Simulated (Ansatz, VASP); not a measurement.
## Rh (Rh strained to the junction's net) in two plane-wave programs

Wanted: the spread between two codes on one cell, functional and k mesh. The structure shown is the end of the Ansatz relaxation below.

Program: Ansatz 0.2.0. Level of theory: plane waves, with VASP 6.6.1 beside it; single point at PBE. Results are calculated unless marked as measured.

### Step 1. The structure

The structure is cubic, space group Fm-3m (No. 225). The conventional cell has a = 3.831 Å, b = 3.831 Å, c = 3.831 Å, α = 90.00°, β = 90.00°, γ = 90.00°. Nearest to Rh lie 12 Rh at 2.71 Å. That group holds within 0.01 Å; judged at 0.001 Å it is R-3m (No. 166).

### Step 2. Ansatz: relaxation, PBE

Ansatz runs on its default PAW (the set named soft_2) files.

This run makes the geometry at which the two programs are then compared.

Input file input.yaml:

```yaml
crystal:
  lattice:
    - [2.708, 0.0, 0.0]
    - [-1.354, 2.3451967934, 0.0]
    - [0.0, 0.0, 6.6341300517]
  atoms:
    - { symbol: Rh, position: [0.0, 0.0, 0.0] }
    - { symbol: Rh, position: [0.3333333333, 0.6666666667, 0.3333333333] }
    - { symbol: Rh, position: [0.6666666667, 0.3333333333, 0.6666666667] }
kpoints:
  mp_grid: { grid: [18, 18, 5] }
scf:
  occupations: { method: fermi_dirac, width: 0.1 }
  max_iter: 150
hamiltonian:
  xc: pbe
relax:
  f_tol: 0.01
  max_steps: 40
  cell: { fix: [a, b, angles] }
```

On the command line:

```sh
> ansatz run input.yaml --threads 4 --pin off --max-ram 16384MiB --backend cpu --events-out ev --progress --plain --runs-dir out
```

Numbers of over 12 decimals in the logs are rounded to 6 here.

The log of the run:

```text
Engine: ansatz 0.2.0, aarch64-unknown-linux-gnu
Pseudopotentials: kind: paw
Pseudopotential: Rh, paw, valence charge 17, recommended cutoff 420 eV (normal), Rh.paw.azcp
Functional definition: PBE
  parameter kappa = 0.804
  parameter beta = 0.066725
  exchange = pbe_x(kappa = kappa, mu = beta*pi^2/3)
  correlation = pbe_c(beta = beta)
Crystal: 3 atoms, lattice volume = 42.132 Å³
Basis set: ecut = 420 eV, 845 PW (Γ), exchange–correlation on 40×40×90 points (8 copies of the dense FFT grid, shifted against one another)
Bands: 31, of which v1, the nominal top of the filled ones, is band 26 counted from 1 (25 counted from 0)
Symmetry: 36 space group operations
Space group: R-3m (ITA 166), of the structure as read, at distance tolerance 3.5e-5 Å
k-points: 165 of 1620
Non-local potential: Rh, projectors of the file, l = 0: 3, l = 1: 2, l = 2: 2, l = 3: 1
PAW form: soft (Blöchl's): semilocal exchange-correlation on the pseudo side does not see the compensation charge
PAW one-centre angular grid: Rh, 590 points (default); XC on 64 Gauss nodes
Initial density: superposition of atomic densities (neutral atoms: chi_scale 0, normalization atom), corrected by the library's trained network
Initial wavefunctions: pseudopotential atomic-orbital guess
Functional: x = pbe(κ = 0.804, μ = 0.219515), c = pbe(β = 0.066725)
SCF iter   1: F=—  HF=-19208.729537 eV  |F-HF|=—  |Δ(HF+E_count)|=         —  Δρ=2.81e-3  dr2=1.05e-3  ethr=1.77e-3  ⟨swp⟩=5.0  Hψ=17233  notcnv=0
preconditioner: auto → Kerker (q_TF=auto, 2.817 Å⁻¹)  [metal: Δε(μ)=0.013 eV  Ē_g=6.676 eV  σ=0.100 eV  W_gap=0.03  n_scr=10 (ndim 8)  ℏωp=29.7 eV  f_vac=0.000  D(μ)=4.26/eV (n_scr^D=50)]
SCF iter   2: F=—  HF=-19208.732295 eV  |F-HF|=—  |Δ(HF+E_count)|=   2.76e-3  Δρ=1.52e-3  dr2=2.42e-4  ethr=2.06e-6  ⟨swp⟩=2.6  Hψ=11129  notcnv=0
SCF iter   3: F=—  HF=-19208.732512 eV  |F-HF|=—  |Δ(HF+E_count)|=   2.16e-4  Δρ=3.35e-4  dr2=2.36e-5  ethr=4.74e-7  ⟨swp⟩=2.0  Hψ=7223  notcnv=0
SCF iter   4: F=—  HF=-19208.732467 eV  |F-HF|=—  |Δ(HF+E_count)|=   4.46e-5  Δρ=7.22e-5  dr2=1.23e-6  ethr=4.62e-8  ⟨swp⟩=2.1  Hψ=6762  notcnv=0
iter 5 did not close the SCF: its close was put off for the readings that it lacked (scf_convergence_deferred on its scf_iter line)
SCF iter   5: F=-19208.732467 eV  HF=-19208.732467 eV  |F-HF|=1.48e-8  |Δ(HF+E_count)|=   1.68e-8  Δρ=1.28e-5  dr2=4.24e-8  ethr=2.42e-9  ⟨swp⟩=2.0  Hψ=7111  notcnv=0
SCF iter   6: F=-19208.732467 eV  HF=-19208.732467 eV  |F-HF|=1.27e-9  |Δ(HF+E_count)|=   1.72e-8  Δρ=3.36e-6  dr2=3.28e-9  ethr=8.31e-11  ⟨swp⟩=1.8  Hψ=15583  notcnv=0
SCF 1 converged in 6 iterations: F = -19208.732467 eV  dr2 = 3.28e-9
  greatest PAW one-centre occupation: 1.000 electrons in one spin orbital (limit 2), on the Rh atom at site 2 (counted from 0), in its partial waves of l = 0
relax step   1: F+E_penalty+E_count = -19208.73246712 eV  Δ(F+E_penalty+E_count) = +0.000e0 eV  max|allowed force component| = 2.054e-27 eV/Å  Δτ_max = 0.0000 Å  P = +0.442 GPa  Ω = 42.132 Å³  fix = [a, b, alpha, beta, gamma]  reactions: a +0.440, b +0.440 GPa  (6 SCF iters, dr2 threshold 1.00e-7 eV, accepted)
[...]
relax step   2: F+E_penalty+E_count = -19208.73244951 eV  Δ(F+E_penalty+E_count) = +1.761e-5 eV  max|allowed force component| = 1.208e-28 eV/Å  Δτ_max = 0.0000 Å  P = +0.052 GPa  Ω = 42.196 Å³  energy of the carried Pulay correction = -4.398e-5 eV  fix = [a, b, alpha, beta, gamma]  reactions: a +0.234, b +0.234 GPa  (6 SCF iters, dr2 threshold 3.00e-7 eV, accepted)
[...]
relax step   3: F+E_penalty+E_count = -19208.73249376 eV  Δ(F+E_penalty+E_count) = -4.425e-5 eV  max|allowed force component| = 7.630e-28 eV/Å  Δτ_max = 0.0000 Å  P = +0.212 GPa  Ω = 42.170 Å³  energy of the carried Pulay correction = -2.585e-5 eV  fix = [a, b, alpha, beta, gamma]  reactions: a +0.318, b +0.318 GPa  (6 SCF iters, dr2 threshold 2.45e-7 eV, accepted)
[...]
relax step   4: F+E_penalty+E_count = -19208.73251750 eV  Δ(F+E_penalty+E_count) = -2.374e-5 eV  max|allowed force component| = 7.943e-29 eV/Å  Δτ_max = 0.0000 Å  P = +0.212 GPa  Ω = 42.170 Å³  fix = [a, b, alpha, beta, gamma]  reactions: a +0.318, b +0.318 GPa  stress off target by 1.76e-3 GPa on what of the cell is left free  SCF on the basis re-selected at this cell (its energy is not comparable with the rows above)  (8 SCF iters)
basis re-selected at this cell: Δ(F+E_penalty+E_count) = -2.374e-5 eV, ΔP = -0.000 GPa vs the last step (what re-selecting the basis moved, of the pressure what is left beyond the Pulay correction that the steps carried, after the strain that the cell walked since its last selection, with what the two solves' SCF thresholds leave and, on support functions, any second-order correction that the steps lacked; it is no m [...]
SCF converged after 8 iterations
Free energy (F): -19208.732517 eV
Harris-Foulkes:  -19208.732517 eV  (|F-HF|=0.00e0)
Internal energy: -19208.591488 eV  (E = F + TS)
E sigma→0 (E₀):  -19208.662003 eV
Entropy (-TS):   -0.141029 eV (-47.010 meV/atom)
Fermi energy:    21.754876 eV
--- Per-component energies (eV) ---
  E_band       = -283.356492
  E_kinetic    = 1718.406502
  E_local      = -4771.265782  (includes V_loc(G=0)·N_el)
  E_nonlocal   = 1063.682087
  E_hartree    = 1676.995900
  E_xc         = -665.259544
  E_vxc        = -835.112902  (∫ρ·V_xc dr)
  E_paw        = -10760.588254  (= ΣΔE_a)
  E_vpaw       = -813.060811  (= ΣTr[D̂ρ^β])
  E_aug_tail   = 0.002614  (compensation charges beyond the density's cutoff)
  E_ewald      = -7470.565011
  E_smearing   = -0.141029  (= −TS)
  E_closure    = -0.000000  (closes the sum)
  Σ components = -19208.732517   (vs F -19208.732517, Δ=0.00e0)
--- Forces (eV/Å), atoms counted from 1 ---
  atom   1  Rh    -0.00000000    -0.00000000    -0.00000000
  atom   2  Rh     0.00000000     0.00000000     0.00000000
  atom   3  Rh     0.00000000    -0.00000000     0.00000000
  max |Σ_I F_I| component: 1.37e-28 eV/Å
--- Stress (GPa, compression-positive) ---
        0.318236       0.000000       0.000000
        0.000000       0.318236       0.000000
        0.000000       0.000000      -0.001763
  P = ⅓ Tr σ = 0.2116 GPa (2.116 kbar)
--- Relaxed structure (3 steps of the walk, 3 accepted, 1 SCFs on fresh bases) ---
  F+E_penalty+E_count = -19208.73251750 eV   max|allowed force component| = 7.943e-29 eV/Å   (the final SCF, on the basis selected at the relaxed cell)
  cell:  # Å, volume = 42.1699 Å³
    - [2.708000, 0, 0]
    - [-1.354000, 2.345197, 0]
    - [0, 0, 6.640095]
  atoms:
    - { symbol: Rh, position: [0, 0, 0] }
    - { symbol: Rh, position: [0.333333, 0.666667, 0.333333] }
    - { symbol: Rh, position: [0.666667, 0.333333, 0.666667] }
```

In the SCF lines HF is the Harris–Foulkes energy and dr2 the Hartree energy of the density residual, in eV; the loop may stop once dr2 is under the threshold and the program's other checks hold. Hψ counts applications of the Hamiltonian.

### Step 3. VASP: single point, PBE

The same cell, functional, mesh and smearing now go to VASP, with its own data sets.

Lines of VASP's logs that name or quote its potential files are left out, and so is its time.

Input file INCAR:

```
SYSTEM = Rh
PREC = Accurate
ENCUT = 500
EDIFF = 1E-06
NELM = 120
ISMEAR = -1
SIGMA = 0.1
LREAL = .FALSE.
ALGO = Normal
GGA = PE
NBANDS = 28
LASPH = .TRUE.
LORBIT = 11
LWAVE = .FALSE.
LCHARG = .FALSE.
ISIF = 2
GGA_COMPAT = .FALSE.
```

Input file POSCAR:

```
Rh
1.0
    2.7080000000      0.0000000000      0.0000000000
   -1.3540000000      2.3451967934      0.0000000000
    0.0000000000      0.0000000000      6.6400951266
Rh
3
Direct
    0.0000000000      0.0000000000      0.0000000000
    0.3333333333      0.6666666667      0.3333333333
    0.6666666667      0.3333333333      0.6666666667
```

Input file KPOINTS:

```
Automatic mesh
0
Gamma
18 18 5
0 0 0
```

The projector-augmented-wave data sets are Rh_pv (PBE family, release 64).

On the command line:

```sh
> mpirun -np 1 vasp_std
```

The log of the run:

```text
[banner, memory and clock lines left out]
running    1 mpi-ranks, on    1 nodes
 distrk:  each k-point on    1 cores,    1 groups
 distr:  one band on    1 cores,    1 groups

 POSCAR found type information on POSCAR Rh
 POSCAR found :  1 types and       3 ions
 LDA part: xc-table for (Slater+PW92), standard interpolation
 POSCAR, INCAR and KPOINTS ok, starting setup
 FFT: planning ... GRIDC
 FFT: planning ... GRID_SOFT
 FFT: planning ... GRID
 WAVECAR not read
 entering main loop
       N       E                     dE             d eps       ncg     rms          rms(c)
DAV:   1     0.533080828477E+03    0.53308E+03   -0.27054E+04  9344   0.177E+03
DAV:   2    -0.737184288767E+01   -0.54045E+03   -0.52733E+03  9724   0.553E+02
DAV:   3    -0.231961320882E+02   -0.15824E+02   -0.15370E+02  9920   0.103E+02
DAV:   4    -0.233433618476E+02   -0.14723E+00   -0.14699E+00  9964   0.100E+01
DAV:   5    -0.233456360567E+02   -0.22742E-02   -0.22742E-02  9952   0.130E+00    0.166E+01
DAV:   6    -0.218945330274E+02    0.14511E+01   -0.46609E+00  9496   0.188E+01    0.571E+00
DAV:   7    -0.218494882321E+02    0.45045E-01   -0.10519E-01  9864   0.230E+00    0.252E+00
DAV:   8    -0.218418070529E+02    0.76812E-02   -0.14636E-02  9568   0.126E+00    0.439E-01
DAV:   9    -0.218412049229E+02    0.60213E-03   -0.58433E-04  9656   0.261E-01    0.210E-02
DAV:  10    -0.218412103409E+02   -0.54180E-05   -0.13600E-05 10012   0.335E-02    0.474E-03
DAV:  11    -0.218412090489E+02    0.12920E-05   -0.10603E-06  5536   0.886E-03    0.146E-03
DAV:  12    -0.218412092568E+02   -0.20787E-06   -0.98730E-08  4972   0.266E-03
   1 F= -.21841209E+02 E0= -.21770587E+02  d E =-.141244E+00
```

OUTCAR, selected parts (step 3):

```text
ion  position               nearest neighbor table
   1  0.000  0.000  0.000-   2 2.71   3 2.71   2 2.71   3 2.71   3 2.71   2 2.71
   2  0.333  0.667  0.333-   1 2.71   1 2.71   1 2.71   3 2.71   3 2.71   3 2.71
   3  0.667  0.333  0.667-   1 2.71   1 2.71   1 2.71   2 2.71   2 2.71   2 2.71

  LATTYP: Found a hexagonal cell.
 ALAT       =     2.7080000000
 C/A-ratio  =     2.4520292196

 Subroutine GETGRP returns: Found 12 space group operations
 (whereof 12 operations were pure point group operations)

The static configuration has the point symmetry D_3d.

 Found    165 irreducible k-points:

   k-points           NKPTS =    165   k-points in BZ     NKDIM =    165   number of bands    NBANDS=     28

   dimension x,y,z NGX =    20 NGY =   20 NGZ =   48
   dimension x,y,z NGXF=    40 NGYF=   40 NGZF=   96

   ENCUT  =  500.0 eV  36.75 Ry    6.06 a.u.   4.94  4.94 12.11*2*pi/ulx,y,z

   NELECT =      45.0000    total number of electrons

 k-points in reciprocal lattice and weights: Automatic mesh
   0.00000000  0.00000000  0.00000000       0.001
   0.05555556 -0.00000000  0.00000000       0.004
   0.11111111 -0.00000000  0.00000000       0.004
   0.16666667 -0.00000000  0.00000000       0.004
   0.22222222 -0.00000000  0.00000000       0.004
   0.27777778 -0.00000000  0.00000000       0.004
   0.33333333  0.00000000  0.00000000       0.004
   0.38888889 -0.00000000  0.00000000       0.004
   0.44444444 -0.00000000  0.00000000       0.004
[...]
-0.27777778 -0.38888889  0.40000000       0.007
   0.33333333  0.33333333  0.40000000       0.002

 average (electrostatic) potential at core
       1 -71.1297       2 -71.1296       3 -71.1296

 E-fermi :  11.4914

 k-point     1 :       0.0000    0.0000    0.0000
  band No.  band energies     occupation
    ...
     23      10.5424      1.99985
     24      11.2759      1.79224
     25      11.2759      1.79224
     26      11.2760      1.79223
     27      11.2760      1.79223
     28      23.7083      0.00000

 k-point     2 :       0.0556   -0.0000    0.0000
  band No.  band energies     occupation
    ...
     22      10.4926      1.99991
     23      10.5442      1.99985
     24      11.0201      1.98220
     25      11.3749      1.52459
     26      11.5080      0.91711
     27      11.7947      0.09192
     28      23.7573      0.00000

 k-point     3 :       0.1111   -0.0000    0.0000
  band No.  band energies     occupation
    ...
     20       8.9666      2.00000
     21       9.0535      2.00000
     22      10.3609      1.99998
     23      10.5622      1.99982
     24      10.7568      1.99871
     25      11.7066      0.20827
     26      11.8744      0.04251
     27      12.5582      0.00005
     28      23.8805      0.00000

  Total        0.1087102      0.1087102      0.0240002      0.0000000     -0.0000000      0.0000000
  in kB        4.1302718      4.1302718      0.9118502      0.0000000     -0.0000000      0.0000000
  external PRESSURE =       3.0574646 kB  Pullay stress =       0.0000000 kB

  energy-cutoff  :      500.00
  volume of cell :       42.17
      direct lattice vectors                 reciprocal lattice vectors
     2.708000000  0.000000000  0.000000000     0.369276219  0.213201724  0.000000000
    -1.354000000  2.345196793  0.000000000     0.000000000  0.426403448  0.000000000
     0.000000000  0.000000000  6.640095127     0.000000000  0.000000000  0.150600252

 POSITION                                       TOTAL-FORCE (eV/Angst)
 -----------------------------------------------------------------------------------
      0.00000      0.00000      0.00000         0.000000     -0.000000     -0.000000
     -0.00000      1.56346      2.21337         0.000000     -0.000000     -0.000000
      1.35400      0.78173      4.42673        -0.000000      0.000000      0.000000
 -----------------------------------------------------------------------------------
    total drift:                               -0.000000      0.000000      0.000000

  FREE ENERGIE OF THE ION-ELECTRON SYSTEM (eV)
  ---------------------------------------------------
  free  energy   TOTEN  =       -21.8412092568 eV

  energy  without entropy=      -21.6999656468  energy(sigma->0) =      -21.77058745

 total charge
# of ion       s       p       d       tot
------------------------------------------
    1        0.404   6.286   7.057  13.748
    2        0.404   6.286   7.057  13.748
    3        0.404   6.286   7.057  13.748
--------------------------------------------------
tot          1.211  18.859  21.172  41.243

[... 3 further parts left out ...]
```

The run ends at a pressure of 0.31 GPa.

### Step 4. Differences

Known differences besides the potentials themselves: the data sets hold 51 valence electrons in Ansatz (on its default PAW (the set named soft_2) files) and 45 in VASP; the cutoff is 420 eV in Ansatz and 500 eV in VASP; Ansatz's pressure holds a Pulay correction, VASP's none. Total energies have different zeros and are not compared.

The two programs side by side:

| quantity | Ansatz | VASP | difference |
| --- | --- | --- | --- |
| pressure (GPa) | 0.21 | 0.31 | -0.09 |

### Step 5. What came out

```json
{"difference in pressure (single point, PBE)": "-0.094 GPa"}
```

In words: The difference in pressure is -0.094 GPa (single point, PBE), within the 1 GPa picked in this series as the mark of a large difference. The data sets hold unlike numbers of valence electrons (51 in Ansatz and 45 in VASP), so part of the differences comes from the potentials. Such differences can come from data sets, numerical settings and the points named under the comparisons, not from the functional's error against experiment.

[Lines on the potential files, build, host, timing and source positions are cut from VASP's logs without a mark.]

[Logs are printed without paths, hosts, clocks, repeated set-up lines and the standing remarks that a program may print on its own settings, such as how far it seeks lower states.]

[Hosts, paths, dates, database ids (printed as entryN), source tags and the programs' standing remarks are cut or masked in the printed files.]
